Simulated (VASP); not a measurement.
VASP input:

### KPOINTS
```
Automatic mesh
0
gamma
  10 10 6
```

**POSCAR**
```
Ta2N
1
    3.1128600000     0.0000000000     0.0000000000
   -1.5564300000     2.6958160000     0.0000000000
    0.0000000000     0.0000000000     4.8698400000
Ta N
2 1
Direct
  0.6666670000   0.3333330000   0.7452900000
  0.3333330000   0.6666670000   0.2547100000
  0.0000000000   0.0000000000   0.0000000000
```

**INCAR**
```
ALGO = Normal
EDIFF = 1E-6
ENCUT = 400
GGA = PE
ISIF = 2
ISMEAR = -1
LASPH = .TRUE.
LCHARG = .FALSE.
LMAXMIX = 6
LREAL = .FALSE.
LWAVE = .FALSE.
NELM = 100
PREC = Accurate
SIGMA = 0.136
SYSTEM = Ta2N
```

POTCAR, in this order: Ta_pv N (PBE.64 set). Program: vasp_std.

Question: Translate this PBE calculation to Ansatz.

Answer: One equivalent input (not run):
Ansatz 0.2 input:
```yaml
crystal:
  lattice:
    - [3.1128600, 0.0000000, 0.0000000]
    - [-1.5564300, 2.6958160, 0.0000000]
    - [0.0000000, 0.0000000, 4.8698400]
  atoms:
    - { symbol: Ta, position: [0.6666670, 0.3333330, 0.7452900] }
    - { symbol: Ta, position: [0.3333330, 0.6666670, 0.2547100] }
    - { symbol: N, position: [0.0000000, 0.0000000, 0.0000000] }
kpoints:
  mp_grid: { grid: [10, 10, 6] }
hamiltonian:
  xc: pbe
  pseudopotentials: { kind: paw }
scf:
  occupations: { method: fermi_dirac, width: 0.136 }
  max_iter: 100
output: { forces: true, stress: true, eigenvalues: true }
```
Limits of the translation: each code has its own PAW files, so the cut-off isn't converted (ENCUT is set for VASP's; basis.ecutwfc is left out, and Ansatz then takes the one that its files recommend); Ansatz stops its SCF on the density residual and VASP on the energy change (EDIFF).

The structure comes from a computed database's Ta2N entry; how it stands against other phases isn't given here. The cell was not relaxed at this level.
